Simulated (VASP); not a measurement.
Here is the system:

```
CELL_PARAMETERS angstrom
      0.00000     2.81975     2.81975
      2.81975     0.00000     2.81975
      2.81975     2.81975     0.00000
ATOMIC_POSITIONS crystal
  Ca 0.00000 0.00000 0.00000
  S  0.50000 0.50000 0.50000
```

Method: PBE GGA with D3 dispersion (Becke-Johnson damping), VASP's PBE PAW potentials (set 64) (plane waves; VASP 6.6.1). Run with 520 eV cut-off, Gaussian smearing of 0.050 eV, potentials Ca_sv S.

### Question
Give the energies of bands 6 to 11 at the high-symmetry points, in eV from the valence-band maximum.

### Answer

```tsv
band	Γ	X	U	L	W
6	0.00	-2.33	-2.09	-3.20	-1.83
7	0.00	-0.83	-1.93	-1.22	-1.83
8	0.00	-0.83	-1.06	-1.22	-1.61
9	4.16	2.29	3.67	5.28	4.86
10	4.16	5.66	6.41	6.16	4.86
11	4.16	6.17	6.54	6.29	6.09
```

The gap is indirect, 2.29 eV, from the valence maximum at Γ to the conduction minimum at X.

Measured: gap 4.43 eV (computed value off by -2.14 eV), as given by David Waroquiers et al., Physical Review B (2013), arXiv:1302.6756.

The compound is CaS in the rock salt structure. It was relaxed first.
